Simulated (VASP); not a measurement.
Output of a VASP run:

File OSZICAR:
```
       N       E                     dE             d eps       ncg     rms          rms(c)
DAV:   1     0.109520331698E+03    0.10952E+03   -0.90041E+03   754   0.122E+03
DAV:   2    -0.182902990123E+01   -0.11135E+03   -0.10612E+03   884   0.293E+02
DAV:   3    -0.666328051667E+01   -0.48343E+01   -0.48196E+01   889   0.640E+01
DAV:   4    -0.669858801571E+01   -0.35307E-01   -0.35303E-01   859   0.543E+00
DAV:   5    -0.669911623260E+01   -0.52822E-03   -0.52821E-03   904   0.647E-01    0.763E+00
DAV:   6    -0.616397334358E+01    0.53514E+00   -0.10709E+00  1044   0.138E+01    0.610E+00
DAV:   7    -0.614648605032E+01    0.17487E-01   -0.20194E-01   784   0.360E+00    0.309E+00
DAV:   8    -0.614668078050E+01   -0.19473E-03   -0.19136E-02   799   0.207E+00    0.276E-01
DAV:   9    -0.614650875093E+01    0.17203E-03   -0.25819E-03   864   0.825E-01    0.711E-02
DAV:  10    -0.614667553319E+01   -0.16678E-03   -0.29490E-04   784   0.172E-01    0.816E-02
DAV:  11    -0.614676327765E+01   -0.87744E-04   -0.13476E-04   792   0.125E-01    0.164E-02
DAV:  12    -0.614675148247E+01    0.11795E-04   -0.45593E-05   962   0.983E-02    0.833E-03
DAV:  13    -0.614675276744E+01   -0.12850E-05   -0.49342E-06   764   0.159E-02    0.627E-03
DAV:  14    -0.614675262398E+01    0.14346E-06   -0.16183E-07   482   0.328E-03
   1 F= -.61467526E+01 E0= -.61467526E+01  d E =-.614675E+01
       N       E                     dE             d eps       ncg     rms          rms(c)
DAV:   1    -0.616522537104E+01   -0.18473E-01   -0.37549E-01   814   0.837E+00    0.104E+00
DAV:   2    -0.614920485547E+01    0.16021E-01   -0.39223E-02   834   0.317E+00    0.368E-01
DAV:   3    -0.614748132511E+01    0.17235E-02   -0.48171E-03   799   0.838E-01    0.314E-01
DAV:   4    -0.614729873056E+01    0.18259E-03   -0.25306E-04   764   0.174E-01    0.670E-02
DAV:   5    -0.614727737847E+01    0.21352E-04   -0.56554E-05   919   0.116E-01    0.165E-02
DAV:   6    -0.614727734940E+01    0.29067E-07   -0.74272E-06   774   0.373E-02
   2 F= -.61472773E+01 E0= -.61472773E+01  d E =-.524725E-03
```

File OUTCAR:
```
------------------------ aborting loop because EDIFF is reached ----------------------------------------
  FORCE on cell =-STRESS in cart. coord.  units (eV):
  Direction    XX          YY          ZZ          XY          YZ          ZX
  --------------------------------------------------------------------------------------
  Total       -0.0370415     -0.0370415     -0.0370415     -0.0000000      0.0000000      0.0000000
  in kB       -1.1317886     -1.1317886     -1.1317886     -0.0000000      0.0000000      0.0000000
  external PRESSURE =      -1.1317886 kB  Pullay stress =       0.0000000 kB
  volume of cell :       52.44
      direct lattice vectors                 reciprocal lattice vectors
     0.000000000  2.970762039  2.970762039    -0.168306984  0.168306984  0.168306984
     2.970762039  0.000000000  2.970762039     0.168306984 -0.168306984  0.168306984
     2.970762039  2.970762039 -0.000000000     0.168306984  0.168306984 -0.168306984
  FREE ENERGIE OF THE ION-ELECTRON SYSTEM (eV)
  ---------------------------------------------------
  free  energy   TOTEN  =        -6.1472773494 eV

  energy  without entropy=       -6.1472773494  energy(sigma->0) =       -6.14727735

 reached required accuracy - stopping structural energy minimisation
```
(Selected blocks of OUTCAR.)

**POSCAR**
```
CdS
1
    0.0000000000     2.9605175066     2.9605175066
    2.9605175066     0.0000000000     2.9605175066
    2.9605175066     2.9605175066     0.0000000000
Cd S
1 1
Direct
  0.0000000000   0.0000000000   0.0000000000
  0.2500000000   0.2500000000   0.2500000000
```

### Question
Write an INCAR and KPOINTS that could have produced this output.

### Answer
One answer among several that fit: the input of the run itself, PBE GGA, plane waves, VASP's PBE PAW potentials (set 64).

**KPOINTS**
```
Automatic mesh
0
Gamma
8 8 8
0 0 0
```

### INCAR
```
ALGO = Normal
EDIFF = 1E-6
EDIFFG = -0.02
ENCUT = 500
GGA = PE
IBRION = 2
ISIF = 3
ISMEAR = 0
LASPH = .TRUE.
LCHARG = .FALSE.
LMAXMIX = 4
LREAL = .FALSE.
LWAVE = .FALSE.
NELM = 100
NSW = 40
PREC = Accurate
SIGMA = 0.05
SYSTEM = CdS
```

POTCAR, in this order: Cd S (PBE.64 set). Program: vasp_std.

The compound is CdS in the zinc blende structure, a metastable form; wurtzite is the usual one. This run relaxes it. Symmetry was kept, so distortions that lower it aren't found.
